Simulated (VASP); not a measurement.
Here is the system:

```
EuS
1.0
    0.00000     2.93647     2.93647
    2.93647     0.00000     2.93647
    2.93647     2.93647     0.00000
Eu S
1 1
Direct
  0.00000   0.00000   0.00000
  0.50000   0.50000   0.50000
```

These are PW91 GGA, VASP's PBE PAW potentials (set 64) (plane waves; VASP 6.6.1) values and carry that method's errors. Numerical set-up: 520 eV cut-off, 9×9×9 Γ-centred mesh, tetrahedra with Blöchl corrections, potentials Eu_2 S.

The 4f electrons are frozen in the core of the lanthanide potential, so 4f levels, which can set the real gap, and their magnetism are missing.

**Question.** Estimate the energy per atom (σ→0).

**Answer.** 
The energy per atom (σ→0) is -5.372 eV/atom.

Total energies compare only between runs with the same potentials, cut-off and functional.

The compound is EuS in the rock salt structure. It was relaxed first.
